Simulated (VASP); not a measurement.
AlCo, 2 atoms in the cell. It takes space group Pm-3m (No. 221, cubic). Conventional cell: a = 2.841 Å, b = 2.841 Å, c = 2.841 Å, α = 90.00°, β = 90.00°, γ = 90.00°. Al (site symmetry m-3m) is surrounded by 8 Co at 2.46 Å. Co (site symmetry m-3m) is surrounded by 8 Al at 2.46 Å. The cell is a database's computed one. The cell isn't the ideal one: a relaxed cell with its volume scaled by 1.02.

* Program: VASP 6.6.1
* Task: relaxation of the atoms
* Functional: PBEsol
* Potentials or basis: VASP PAW PBE potentials, release 64 (Al, Co)
* Cutoff: 600 eV
* k mesh: 14 × 14 × 14
* Occupations: methfessel-paxton, width 0.1 eV
* Spin: no spin polarisation
* Further INCAR settings: ALGO = Normal; EDIFF = 1e-07; IBRION = 2; EDIFFG = -0.01; NSW = 40

Potentials or basis: VASP PAW PBE potentials, release 64 (Al, Co).

Launch:

```bash
$ cat potpaw_PBE.64/Al/POTCAR potpaw_PBE.64/Co/POTCAR > POTCAR
$ mpirun -np 1 vasp_std > vasp.out
```

Hardware: 1 thread of Intel(R) Xeon(R) Platinum 8375C CPU @ 2.90GHz (Ice Lake), with other jobs on the host.

Problem. How long does it take, and how much memory?

Solution. Run time: 11 s on 1 thread of Intel(R) Xeon(R) Platinum 8375C CPU @ 2.90GHz (Ice Lake) (shared host), peak memory 0.16 GiB. Counts: scf iterations 13, k points 120, ion steps 1.
